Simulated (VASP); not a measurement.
Level of theory: MS2 meta-GGA, VASP's PBE PAW potentials (set 64) (plane waves; VASP).

VASP input:

### KPOINTS
```
Automatic
0
gamma
 11 11 9
0 0 0
```

### POSCAR
```
TiB2
1
    1.5103582640    -2.6160172772    -0.0000000000
    1.5103582640     2.6160172772    -0.0000000000
    0.0000000000    -0.0000000000     3.1819276508
Ti B
1 2
Direct
  1.0000000000   0.0000000000   1.0000000000
  0.3333330000   0.6666670000   0.5000000000
  0.6666670000   0.3333330000   0.5000000000
```

INCAR:
```
SYSTEM  =  TiB2
PREC  =  Accurate; ENCUT  =  520; LREAL  =  .FALSE.
LASPH  =  .TRUE.
EDIFF  =  1E-6; NELM  =  100; ALGO  =  Normal
LMAXMIX  =  4; LMIXTAU  =  .TRUE.
ISMEAR  =  1; SIGMA  =  0.1
METAGGA  =  MS2
IBRION  =  2; NSW  =  60; ISIF  =  3
EDIFFG  =  -0.02
LWAVE  =  .FALSE.; LCHARG  =  .FALSE.
```

POTCAR, in this order: Ti_sv B (PBE.64 set). Program: vasp_std.

The run wrote:

OUTCAR:
```
 ion  position               nearest neighbor table
   1  0.000  0.000  0.000-   2 2.36   3 2.36   2 2.36   3 2.36   3 2.36   3 2.36   2 2.36   2 2.36
                             3 2.36   3 2.36   2 2.36   2 2.36
   2  0.333  0.667  0.500-   3 1.74   3 1.74   3 1.74   1 2.36   1 2.36   1 2.36   1 2.36   1 2.36
                             1 2.36
   3  0.667  0.333  0.500-   2 1.74   2 1.74   2 1.74   1 2.36   1 2.36   1 2.36   1 2.36   1 2.36
                             1 2.36
  LATTYP: Found a hexagonal cell.
 ALAT       =     3.0207165508
 C/A-ratio  =     1.0533684963
 Subroutine PRICEL returns:
 Original cell was already a primitive cell.
 Subroutine GETGRP returns: Found 24 space group operations
The static configuration has the point symmetry D_6h.
The dynamic configuration has the point symmetry D_6h.
 Subroutine INISYM returns: Found 24 space group operations
 Subroutine IBZKPT returns following result:
 Found     80 irreducible k-points:

 Following reciprocal coordinates:
            Coordinates               Weight
  0.000000  0.000000  0.000000      1.000000
  0.090909  0.000000  0.000000      6.000000
  0.181818  0.000000  0.000000      6.000000
  0.272727 -0.000000  0.000000      6.000000
...
```

### OSZICAR
```
       N       E                     dE             d eps       ncg     rms          rms(c)
DAV:   1     0.104739819027E+03    0.10474E+03   -0.90484E+03  2085   0.152E+03
DAV:   2    -0.402637568796E+02   -0.14500E+03   -0.14151E+03  2125   0.387E+02
DAV:   3    -0.495740637745E+02   -0.93103E+01   -0.91271E+01  3137   0.933E+01
DAV:   4    -0.498663914334E+02   -0.29233E+00   -0.29104E+00  2724   0.153E+01
DAV:   5    -0.498765097058E+02   -0.10118E-01   -0.10118E-01  3114   0.247E+00    0.191E+01
DAV:   6    -0.337909854922E+02    0.16086E+02   -0.46165E+01  2750   0.103E+02    0.281E+00
DAV:   7    -0.326413000782E+02    0.11497E+01   -0.13638E+01  2277   0.492E+01    0.479E+00
DAV:   8    -0.323092091103E+02    0.33209E+00   -0.78928E-01  2495   0.112E+01    0.391E+00
DAV:   9    -0.338328326459E+02   -0.15236E+01   -0.43384E+00  3286   0.174E+01    0.425E+00
DAV:  10    -0.338993333145E+02   -0.66501E-01   -0.18769E-01  2310   0.361E+00    0.460E+00
DAV:  11    -0.324096527775E+02    0.14897E+01   -0.79917E+00  2680   0.264E+01    0.123E+00
DAV:  12    -0.323335587744E+02    0.76094E-01   -0.73643E-01  2261   0.106E+01    0.636E-01
DAV:  13    -0.323439476135E+02   -0.10389E-01   -0.41320E-02  2550   0.236E+00    0.419E-01
DAV:  14    -0.323314808803E+02    0.12467E-01   -0.12787E-02  2726   0.165E+00    0.264E-01
DAV:  15    -0.323302283293E+02    0.12526E-02   -0.13434E-02  2808   0.914E-01    0.330E-01
DAV:  16    -0.323310669858E+02   -0.83866E-03   -0.16119E-03  3097   0.463E-01    0.343E-01
DAV:  17    -0.323305655754E+02    0.50141E-03   -0.26876E-04  2171   0.239E-01    0.281E-01
DAV:  18    -0.323306738463E+02   -0.10827E-03   -0.69567E-05  2160   0.139E-01    0.220E-01
DAV:  19    -0.323305670392E+02    0.10681E-03   -0.30283E-04  2665   0.117E-01    0.160E-01
DAV:  20    -0.323305972100E+02   -0.30171E-04   -0.35268E-04  2655   0.160E-01    0.606E-02
DAV:  21    -0.323306636565E+02   -0.66447E-04   -0.13683E-04  2090   0.204E-01    0.201E-02
DAV:  22    -0.323306969146E+02   -0.33258E-04   -0.23932E-05  2493   0.732E-02    0.927E-03
DAV:  23    -0.323307427084E+02   -0.45794E-04   -0.72477E-06  2140   0.452E-02    0.153E-02
DAV:  24    -0.323307302468E+02    0.12462E-04   -0.44876E-06  2220   0.262E-02    0.110E-02
DAV:  25    -0.323307285721E+02    0.16747E-05   -0.51151E-07  1078   0.928E-03    0.111E-02
DAV:  26    -0.323307134362E+02    0.15136E-04   -0.36857E-07  1065   0.976E-03    0.491E-03
DAV:  27    -0.323307065491E+02    0.68871E-05   -0.31766E-07  1045   0.782E-03    0.119E-03
DAV:  28    -0.323307051800E+02    0.13691E-05   -0.29353E-07  1055   0.594E-03    0.638E-04
DAV:  29    -0.323307057203E+02   -0.54035E-06   -0.16050E-07  1045   0.343E-03
   1 F= -.32330706E+02 E0= -.32330461E+02  d E =-.323307E+02
       N       E                     dE             d eps       ncg     rms          rms(c)
DAV:   1    -0.324035836873E+02   -0.72879E-01   -0.21448E+00  2175   0.264E+01    0.226E+00
DAV:   2    -0.323542125819E+02    0.49371E-01   -0.36711E-01  2135   0.983E+00    0.757E-01
DAV:   3    -0.323467934575E+02    0.74191E-02   -0.74202E-02  2875   0.312E+00    0.342E-01
DAV:   4    -0.323531882344E+02   -0.63948E-02   -0.11578E-01  2340   0.404E+00    0.378E-01
DAV:   5    -0.323394045761E+02    0.13784E-01   -0.62823E-02  2402   0.270E+00    0.849E-02
DAV:   6    -0.323401105131E+02   -0.70594E-03   -0.43905E-03  2385   0.909E-01    0.519E-02
DAV:   7    -0.323396298098E+02    0.48070E-03   -0.26656E-03  2869   0.663E-01    0.481E-02
DAV:   8    -0.323397382949E+02   -0.10849E-03   -0.24881E-04  3097   0.137E-01    0.577E-02
DAV:   9    -0.323397808446E+02   -0.42550E-04   -0.15840E-05  2591   0.419E-02    0.570E-02
DAV:  10    -0.323396366165E+02    0.14423E-03   -0.31810E-04  2400   0.193E-01    0.353E-03
DAV:  11    -0.323396429574E+02   -0.63409E-05   -0.22856E-05  2439   0.602E-02    0.432E-03
DAV:  12    -0.323396380948E+02    0.48626E-05   -0.13931E-06  1610   0.162E-02    0.593E-03
DAV:  13    -0.323396370024E+02    0.10924E-05   -0.50848E-07  1050   0.120E-02    0.379E-03
DAV:  14    -0.323396376531E+02   -0.65068E-06   -0.15281E-07  1040   0.543E-03
   2 F= -.32339638E+02 E0= -.32339458E+02  d E =-.893193E-02
       N       E                     dE             d eps       ncg     rms          rms(c)
DAV:   1    -0.323409246820E+02   -0.12877E-02   -0.35463E-02  2170   0.338E+00    0.290E-01
DAV:   2    -0.323400247850E+02    0.89990E-03   -0.56062E-03  2140   0.122E+00    0.973E-02
DAV:   3    -0.323399398640E+02    0.84921E-04   -0.10586E-03  2865   0.363E-01    0.421E-02
DAV:   4    -0.323400279002E+02   -0.88036E-04   -0.17500E-03  2320   0.503E-01    0.465E-02
DAV:   5    -0.323398400485E+02    0.18785E-03   -0.92783E-04  2372   0.334E-01    0.106E-02
DAV:   6    -0.323398479499E+02   -0.79014E-05   -0.68366E-05  2352   0.114E-01    0.671E-03
DAV:   7    -0.323398353970E+02    0.12553E-04   -0.36734E-05  2846   0.783E-02    0.552E-03
DAV:   8    -0.323398346606E+02    0.73640E-06   -0.45412E-06  2738   0.181E-02
   3 F= -.32339835E+02 E0= -.32339647E+02  d E =-.912894E-02
       N       E                     dE             d eps       ncg     rms          rms(c)
DAV:   1    -0.323511017722E+02   -0.11266E-01   -0.28887E-01  2125   0.971E+00    0.849E-01
DAV:   2    -0.323411886269E+02    0.99131E-02   -0.61974E-02  2218   0.417E+00    0.278E-01
DAV:   3    -0.323403181571E+02    0.87047E-03   -0.72217E-03  2744   0.103E+00    0.109E-01
DAV:   4    -0.323412995712E+02   -0.98141E-03   -0.97381E-03  2366   0.120E+00    0.135E-01
DAV:   5    -0.323399485259E+02    0.13510E-02   -0.56721E-03  2730   0.828E-01    0.348E-02
DAV:   6    -0.323400175426E+02   -0.69017E-04   -0.54836E-04  2170   0.304E-01    0.175E-02
DAV:   7    -0.323399461825E+02    0.71360E-04   -0.25610E-04  2834   0.191E-01    0.166E-02
DAV:   8    -0.323399565761E+02   -0.10394E-04   -0.56949E-05  3210   0.687E-02    0.233E-02
DAV:   9    -0.323399399327E+02    0.16643E-04   -0.15873E-05  2095   0.555E-02    0.928E-03
DAV:  10    -0.323399248329E+02    0.15100E-04   -0.23508E-05  2575   0.520E-02    0.251E-03
DAV:  11    -0.323399296357E+02   -0.48028E-05   -0.11738E-06  1376   0.134E-02    0.200E-03
DAV:  12    -0.323399282656E+02    0.13701E-05   -0.25202E-07  1040   0.539E-03    0.114E-03
DAV:  13    -0.323399276377E+02    0.62782E-06   -0.13647E-07  1040   0.531E-03
   4 F= -.32339928E+02 E0= -.32339770E+02  d E =-.929771E-04
       N       E                     dE             d eps       ncg     rms          rms(c)
DAV:   1    -0.323430303342E+02   -0.31021E-02   -0.70501E-02  2140   0.480E+00    0.422E-01
DAV:   2    -0.323408012304E+02    0.22291E-02   -0.15321E-02  2238   0.206E+00    0.137E-01
DAV:   3    -0.323405542819E+02    0.24695E-03   -0.15866E-03  2754   0.497E-01    0.548E-02
DAV:   4    -0.323406291635E+02   -0.74882E-04   -0.19095E-03  2381   0.538E-01    0.612E-02
DAV:   5    -0.323403542915E+02    0.27487E-03   -0.11753E-03  2776   0.378E-01    0.171E-02
DAV:   6    -0.323404200109E+02   -0.65719E-04   -0.12442E-04  2225   0.145E-01    0.878E-03
DAV:   7    -0.323403802369E+02    0.39774E-04   -0.61129E-05  2756   0.940E-02    0.791E-03
DAV:   8    -0.323403929125E+02   -0.12676E-04   -0.15744E-05  3206   0.374E-02    0.114E-02
DAV:   9    -0.323403917926E+02    0.11199E-05   -0.26232E-06  1979   0.224E-02    0.609E-03
DAV:  10    -0.323403909342E+02    0.85840E-06   -0.66912E-06  2470   0.273E-02
   5 F= -.32340391E+02 E0= -.32340216E+02  d E =-.556274E-03
```

File OUTCAR:
```
------------------------ aborting loop because EDIFF is reached ----------------------------------------
  FORCE on cell =-STRESS in cart. coord.  units (eV):
  Direction    XX          YY          ZZ          XY          YZ          ZX
  --------------------------------------------------------------------------------------
  Total       -0.0201471     -0.0201471     -0.0132487      0.0000000      0.0000000      0.0000000
  in kB       -1.2685483     -1.2685484     -0.8341954      0.0000000      0.0000000      0.0000000
  external PRESSURE =      -1.1237640 kB  Pullay stress =       0.0000000 kB
  volume of cell :       25.45
      direct lattice vectors                 reciprocal lattice vectors
     1.506701758 -2.609684023  0.000000000     0.331850678 -0.191594076  0.000000000
     1.506701758  2.609684023  0.000000000     0.331850678  0.191594076 -0.000000000
    -0.000000000  0.000000000  3.235724005    -0.000000000 -0.000000000  0.309049844
 POSITION                                       TOTAL-FORCE (eV/Angst)
 -----------------------------------------------------------------------------------
      0.00000      0.00000      0.00000         0.000000     -0.000000     -0.000000
      1.50670      0.86990      1.61786         0.000000      0.000000     -0.000000
      1.50670     -0.86990      1.61786        -0.000000     -0.000000      0.000000
 -----------------------------------------------------------------------------------
    total drift:                                0.000000      0.000000      0.000000
  FREE ENERGIE OF THE ION-ELECTRON SYSTEM (eV)
  ---------------------------------------------------
  free  energy   TOTEN  =       -32.3403909342 eV

  energy  without entropy=      -32.3398656417  energy(sigma->0) =      -32.34021584

 reached required accuracy - stopping structural energy minimisation
```
(Selected blocks of OUTCAR.)

### CONTCAR
```
TiB2
   1.00000000000000
     1.5067017583444560   -2.6096840234353547    0.0000000000000000
     1.5067017583444560    2.6096840234353547    0.0000000000000000
    -0.0000000000000000    0.0000000000000000    3.2357240047909426
  Ti              B
     1     2
Direct
     0.0000000000000000    0.0000000000000000    0.0000000000000000
     0.3333330000000032    0.6666669999999968    0.5000000000000000
     0.6666669999999968    0.3333330000000032    0.5000000000000000
```

The compound is TiB2 in the AlB2 type structure. This run relaxes it. Symmetry was kept, so distortions that lower it aren't found. The start is the result of an earlier pass.
